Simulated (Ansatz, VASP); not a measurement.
# Sc (Sc(0001)): VASP beside Ansatz, part 2 of 2

One calculation is typed for both programs; each brings its own data sets and cutoff. How far apart do they land?

VASP 6.6.1 and Ansatz 0.2.0.

So far: Starting point; VASP: single point, PBEsol.

### 3. Ansatz: single point, PBEsol

Level of this step: Ansatz beside VASP: Kohn-Sham DFT, plane waves, PBEsol (Ansatz).

Ansatz runs on its default PAW (the set named soft_2) files.

The same cell, functional, mesh and smearing now go to Ansatz, which takes its cutoff from its data sets.

Input file input.yaml:

```yaml
crystal:
  lattice:
    - [3.2792039134, 0.0, 0.0]
    - [1.6396019567, 2.8398738932, 0.0]
    - [0.0, 0.0, 32.7633142526]
  atoms:
    - { symbol: Sc, position: [0.66666667, 0.66666667, 0.2299029017] }
    - { symbol: Sc, position: [0.0, 0.0, 0.3053468882] }
    - { symbol: Sc, position: [0.66666667, 0.66666667, 0.3836732829] }
    - { symbol: Sc, position: [0.0, 0.0, 0.4614514016] }
    - { symbol: Sc, position: [0.66666667, 0.66666667, 0.5385485984] }
    - { symbol: Sc, position: [0.0, 0.0, 0.6163267171] }
    - { symbol: Sc, position: [0.66666667, 0.66666667, 0.6946531118] }
    - { symbol: Sc, position: [0.0, 0.0, 0.7700970983] }
hamiltonian:
  xc: pbesol
  pseudopotentials: { kind: paw }
kpoints:
  mp_grid: { grid: [12, 12, 1] }
scf:
  occupations: { method: methfessel_paxton, width: 0.15 }
  n_extra_bands: 6
efield:
  axis: 3
  dipole_correction: true
  ramp_width: 0.04
output:
  forces: true
  eigenvalues: true
```

Started as:

```bash
$ ansatz run input.yaml --threads 4 --pin off --max-ram 9216MiB --backend cpu --events-out ev --progress --plain --runs-dir out
```

Numbers of over 12 decimals in the logs are rounded to 6 here.

Output:

```text
scf.n_extra_bands = 6 over 44 filled bands (N_el = 88.0): the run solves 50 bands
Engine: ansatz 0.2.0, aarch64-unknown-linux-gnu
Pseudopotentials: kind: paw
Pseudopotential: Sc, paw, valence charge 11, recommended cutoff 420 eV (normal), Sc.paw.azcp
Functional definition: PBEsol
  exchange = pbesol_x
  correlation = pbesol_c
Crystal: 8 atoms, lattice volume = 305.109 Å³
Basis set: ecut = 420 eV, 6073 PW (Γ), exchange–correlation on 48×48×450 points (8 copies of the dense FFT grid, shifted against one another)
Bands: 50, of which v1, the nominal top of the filled ones, is band 44 counted from 1 (43 counted from 0)
Symmetry: 6 space group operations
k-points: 19 of 144 (time reversal used)
Non-local potential: Sc, projectors of the file, l = 0: 3, l = 1: 2, l = 2: 3, l = 3: 1
PAW form: soft (Blöchl's): semilocal exchange-correlation on the pseudo side does not see the compensation charge
PAW frozen core: Sc, regenerated for the run's functional, and the local potential with it (the file was generated under x = pbe(κ = 0.804, μ = 0.219515), c = pbe(β = 0.066725))
PAW one-centre angular grid: Sc, 590 points (default); XC on 64 Gauss nodes
Initial density: superposition of atomic densities (neutral atoms: chi_scale 0, normalization atom), corrected by the library's trained network
Initial wavefunctions: pseudopotential atomic-orbital guess
Functional: x = pbesol(κ = 0.804, μ = 0.123457), c = pbesol(β = 0.046)
SCF iter   1: F=—  HF=-16889.391275 eV  |F-HF|=—  |Δ(HF+E_count)|=         —  Δρ=5.59e-3  dr2=3.25e0  ethr=1.77e-3  p=0.000 e·Å  D=7.90e-14 V/Å  ΔV_dip=-0.00 eV  dr2_dipole=1.06e-4  V_vac-E_F(+/−)=3.63/3.63 eV  ⟨swp⟩=8.1  Hψ=4381  notcnv=0
efield: sawtooth ramp at fractional position 0.9800 (placed from the atoms, in the widest stretch of the axis that holds none; the zero of the levels goes with the place), width 0.0400; the density the first Hamiltonian is built on has a dipole p = 0.000 e·Å; the dipole correction subtracts the counter field D = 7.90e-14 V/Å, which shifts the + side's vacuum level by -0.00 eV against the − side's; the planar-averaged density in the ramp window peaks in size at 1.0e-4 e/Å³
preconditioner: auto → LDOS  [metal: Δε(μ)=0.003 eV  Ē_g=1.811 eV  σ=0.150 eV  W_gap=0.01  n_scr=28 (ndim 8)  ℏωp=10.4 eV  f_vac=0.336  D(μ)=18.22/eV (n_scr^D=184)  β→1.0]
SCF iter   2: F=—  HF=-16889.335847 eV  |F-HF|=—  |Δ(HF+E_count)|=   5.54e-2  S|Δr|=    0.00e0  Δρ=2.76e-3  dr2=4.53e-1  ethr=1.77e-3  p=-0.000 e·Å  D=-3.94e-5 V/Å  ΔV_dip=0.00 eV  dr2_dipole=8.02e-7  V_vac-E_F(+/−)=3.46/3.46 eV  ⟨swp⟩=2.7  Hψ=1183  notcnv=0  defer=5
SCF iter   3: F=—  HF=-16889.333112 eV  |F-HF|=—  |Δ(HF+E_count)|=   2.74e-3  S|Δr|=    0.00e0  Δρ=7.52e-4  dr2=2.23e-2  ethr=5.14e-4  p=-0.000 e·Å  D=-1.82e-5 V/Å  ΔV_dip=0.00 eV  dr2_dipole=3.09e-6  V_vac-E_F(+/−)=3.53/3.53 eV  ⟨swp⟩=1.5  Hψ=1036  notcnv=0  defer=3
SCF iter   4: F=—  HF=-16889.333100 eV  |F-HF|=—  |Δ(HF+E_count)|=   1.21e-5  S|Δr|=    0.00e0  Δρ=4.35e-4  dr2=1.36e-3  ethr=2.53e-5  p=-0.000 e·Å  D=-1.27e-5 V/Å  ΔV_dip=0.00 eV  dr2_dipole=1.58e-6  V_vac-E_F(+/−)=3.52/3.52 eV  ⟨swp⟩=1.8  Hψ=1056  notcnv=0  defer=3
SCF iter   5: F=—  HF=-16889.333026 eV  |F-HF|=—  |Δ(HF+E_count)|=   7.32e-5  S|Δr|=    0.00e0  Δρ=1.33e-4  dr2=1.60e-3  ethr=1.54e-6  p=-0.000 e·Å  D=-7.95e-6 V/Å  ΔV_dip=0.00 eV  dr2_dipole=6.68e-7  V_vac-E_F(+/−)=3.53/3.52 eV  ⟨swp⟩=2.4  Hψ=1182  notcnv=0  defer=3
SCF iter   6: F=—  HF=-16889.333033 eV  |F-HF|=—  |Δ(HF+E_count)|=   6.10e-6  S|Δr|=    0.00e0  Δρ=6.28e-5  dr2=1.01e-4  ethr=1.54e-6  p=-0.000 e·Å  D=-4.04e-6 V/Å  ΔV_dip=0.00 eV  dr2_dipole=1.78e-8  V_vac-E_F(+/−)=3.53/3.53 eV  ⟨swp⟩=1.0  Hψ=945  notcnv=0  defer=3
SCF iter   7: F=—  HF=-16889.333032 eV  |F-HF|=—  |Δ(HF+E_count)|=   9.60e-7  S|Δr|=    0.00e0  Δρ=2.71e-5  dr2=2.31e-5  ethr=1.15e-7  p=-0.000 e·Å  D=-2.50e-6 V/Å  ΔV_dip=0.00 eV  dr2_dipole=6.69e-9  V_vac-E_F(+/−)=3.53/3.53 eV  ⟨swp⟩=1.2  Hψ=949  notcnv=0  defer=3
SCF iter   8: F=—  HF=-16889.332825 eV  |F-HF|=—  |Δ(HF+E_count)|=   2.06e-4  S|Δr|=    0.00e0  Δρ=5.31e-6  dr2=1.80e-6  ethr=2.62e-8  p=-0.000 e·Å  D=-1.08e-6 V/Å  ΔV_dip=0.00 eV  dr2_dipole=1.90e-9  V_vac-E_F(+/−)=3.53/3.53 eV  ⟨swp⟩=1.8  Hψ=1015  notcnv=0  defer=1
SCF iter   9: F=—  HF=-16889.332825 eV  |F-HF|=—  |Δ(HF+E_count)|=   4.70e-8  S|Δr|=    0.00e0  Δρ=1.88e-6  dr2=2.98e-7  ethr=2.04e-9  p=-0.000 e·Å  D=-4.89e-7 V/Å  ΔV_dip=0.00 eV  dr2_dipole=1.75e-11  V_vac-E_F(+/−)=3.53/3.53 eV  ⟨swp⟩=2.3  Hψ=1152  notcnv=0  defer=1
SCF iter  10: F=-16889.332825 eV  HF=-16889.332825 eV  |F-HF|=2.47e-10  |Δ(HF+E_count)|=   1.29e-9  S|Δr|=    0.00e0  Δρ=6.64e-7  dr2=4.08e-9  ethr=1.14e-10  p=-0.000 e·Å  D=-3.32e-7 V/Å  ΔV_dip=0.00 eV  dr2_dipole=1.03e-10  V_vac-E_F(+/−)=3.53/3.53 eV  ⟨swp⟩=18.6  Hψ=3595  notcnv=0
SCF 1 converged in 10 iterations: F = -16889.332825 eV  dr2 = 4.08e-9
  greatest PAW one-centre occupation: 0.998 electrons in one spin orbital (limit 2), on the Sc atom at site 3 (counted from 0), in its partial waves of l = 0
SCF converged after 10 iterations
Stability not checked: this state was not tested for a lower state beside it, because cold or Methfessel-Paxton smearing, or corrected tetrahedra, fill the levels in a way that the test cannot read (fill_not_monotonic; see scf.lower_state_search)
Free energy (F): -16889.332825 eV
Harris-Foulkes:  -16889.332825 eV  (|F-HF|=2.47e-10)
Internal energy: -16889.314258 eV  (E = F + TS)
E sigma→0 (E₀):  -16889.328183 eV
Entropy (-TS):   -0.018568 eV (-2.321 meV/atom)
Fermi energy:    4.752521 eV
Dipole field:    D = -0.000011 V/Å  (p = -0.000019 e·Å, saw-weighted, corrected)
Work function:   Φ+ = 3.5280 eV   Φ− = 3.5277 eV
Levels:          The Fermi level and band energies are counted from a zero that moves with the ramp; work functions are not
--- Per-component energies (eV) ---
  E_band       = -1735.304909
  E_kinetic    = 2082.949240
  E_local      = -67232.330296  (includes V_loc(G=0)·N_el)
  E_nonlocal   = 677.538807
  E_hartree    = 32344.490307
  E_xc         = -823.092166
  E_vxc        = -1023.573501  (∫ρ·V_xc dr)
  E_paw        = -7457.187615  (= ΣΔE_a)
  E_vpaw       = -928.862576  (= ΣTr[D̂ρ^β])
  E_aug_tail   = 0.000081  (compensation charges beyond the density's cutoff)
  E_efield     = 0.000000  (sawtooth field / dipole correction)
  E_vefield    = 0.000000  (∫n·V_field dr)
  E_ewald      = 23517.285184
  E_core_change = 1.032200  (= ΣΔE_core)
  E_smearing   = -0.018568  (= −TS)
  E_closure    = 0.000000  (closes the sum)
  Σ components = -16889.332825   (vs F -16889.332825, Δ=0.00e0)
--- Forces (eV/Å), atoms counted from 1 ---
  atom   1  Sc    -0.00000000     0.00000000     0.01538401
  atom   2  Sc     0.00000000    -0.00000000     0.01131941
  atom   3  Sc     0.00000000     0.00000000    -0.00846000
  atom   4  Sc     0.00000000    -0.00000000    -0.02790385
  atom   5  Sc     0.00000000     0.00000000     0.02790540
  atom   6  Sc     0.00000000    -0.00000000     0.00845553
  atom   7  Sc    -0.00000000     0.00000000    -0.01131044
  atom   8  Sc    -0.00000000    -0.00000000    -0.01538738
  max |Σ_I F_I| component: 2.67e-6 eV/Å
--- Band table (eV; the first three rows and the last of 19) ---
  k-point 0: bands = [... 40 lower, 4.7946, 4.7970, 5.4165, 5.4512, 5.5962, 5.8864, 6.1392, 6.1392, ... 2 higher]
  k-point 1: bands = [... 40 lower, 4.8212, 4.8252, 5.2795, 5.3014, 5.4810, 5.7979, 6.0095, 6.0136, ... 2 higher]
  k-point 2: bands = [... 40 lower, 4.8259, 4.8402, 4.9679, 4.9936, 5.2509, 5.5791, 5.6481, 5.6633, ... 2 higher]
  k-point 18: bands = [... 40 lower, 4.2624, 4.3161, 4.3243, 4.4006, 4.4006, 4.7519, 4.7519, 5.0672, ... 2 higher]
```

The job ended after 8.2 s (4 threads of Arm Neoverse V2, shared host; peak memory 0.72 GiB; 30 s of CPU time).

In the SCF lines HF is the Harris–Foulkes energy and dr2 the Hartree energy of the density residual, in eV; the loop may stop once dr2 is under the threshold and the program's other checks hold. Hψ counts applications of the Hamiltonian.

### 4. Side by side

Known differences besides the potentials themselves: the cutoff is 420 eV in Ansatz and 320 eV in VASP (PREC = Normal); Ansatz makes its cores anew for this functional, VASP keeps those of its PBE data sets. Total energies have different zeros and are not compared.

Compared:

| quantity | Ansatz | VASP | difference |
| --- | --- | --- | --- |
| work function, lower of the two faces (eV) | 3.53 | 3.52 | +0.01 |
| work function, higher of the two faces (eV) | 3.53 | 3.52 | 0.00 |

At this near-relaxed geometry the largest component of a force difference is 7 meV/Å. VASP's log warns that it found no field-free region in the vacuum, so its work functions are uncertain.

### 5. Results

```json
{"difference in work function, lower of the two faces (single point, PBEsol)": "0.0055 eV"}
```

The difference in work function, lower of the two faces is 0.0055 eV (single point, PBEsol). Such differences can come from data sets, numerical settings and the points named under the comparisons, not from the functional's error against experiment.

[Lines on the potential files, build, host, timing and source positions are cut from VASP's logs without a mark.]

[Logs are printed without paths, hosts, clocks, repeated set-up lines and the standing remarks that a program may print on its own settings, such as how far it seeks lower states.]

[Hosts, paths, dates, database ids (printed as entryN), source tags and the programs' standing remarks are cut or masked in the printed files.]
